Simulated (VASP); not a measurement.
Sr3SbP: single point with LDA

Crystal: Sr3SbP.

```
Sr Sb P
1.0
     5.74000    0.00000    0.00000
     0.00000    5.39560    0.00000
     0.00000    0.00000    5.74000
Sr Sb P
3 1 1
Direct
  0.00000 0.50000 0.50000
  0.50000 0.00000 0.50000
  0.50000 0.50000 0.00000
  0.00000 0.00000 0.00000
  0.50000 0.50000 0.50000
```

The cell comes from a database or a generator and needn't be the stable form of this composition.

The cell isn't the ideal one: strain -0.0600 x Voigt [0, 1, 0, 0, 0, 0], atoms carried along.

```yaml
Program: VASP 6.6.1
Task: single point
Functional: LDA
Potentials_or_basis: VASP PAW LDA potentials, release 64 (Sr_sv, Sb, P)
Cutoff: 520 eV
k_mesh: 6 × 6 × 6
Occupations: gaussian, width 0.03 eV
Spin: no spin polarisation
Dipole_correction: no
Further_INCAR_settings: ALGO = Fast; EDIFF = 1e-07; NBANDS = 28
```

* Pressure: -0.1 GPa
* Band gap on the k mesh: 0.01 eV, direct

Stress tensor (GPa, compression positive):
```
-2.17  0.00  0.00
 0.00  3.95  0.00
 0.00  0.00 -2.17
```

Levels at points of the mesh, in eV from the valence-band top:
| k point | band 17 | band 18 | band 19 | band 20 | band 21 | band 22 | band 23 | band 24 |
| --- | --- | --- | --- | --- | --- | --- | --- | --- |
| (0.00, 0.00, 0.00) | -1.02 | -0.27 | -0.27 | 0.00 | 0.01 | 0.22 | 0.58 | 0.66 |
| (0.50, 0.00, 0.00) | -1.40 | -1.18 | -0.94 | -0.94 | 1.00 | 1.19 | 1.59 | 2.29 |
| (0.00, 0.50, 0.00) | -1.53 | -1.53 | -1.19 | -1.19 | 1.10 | 1.15 | 1.39 | 2.56 |
| (0.50, 0.50, 0.00) | -1.76 | -1.49 | -1.47 | -1.25 | 1.63 | 1.70 | 1.77 | 2.15 |
| (0.50, 0.00, 0.50) | -1.45 | -1.45 | -1.20 | -1.04 | 1.47 | 1.85 | 1.85 | 2.32 |
| (0.50, 0.50, 0.50) | -3.13 | -1.48 | -1.44 | -1.44 | 1.41 | 1.81 | 1.81 | 2.37 |

It took 2.6 min on 1 thread of Intel(R) Xeon(R) 6975P-C (Granite Rapids), with other jobs on the host, peak memory 0.36 GiB.

Caveat: spin-orbit coupling is left out, which moves the levels of the heavy elements. A k mesh can miss the band edges.
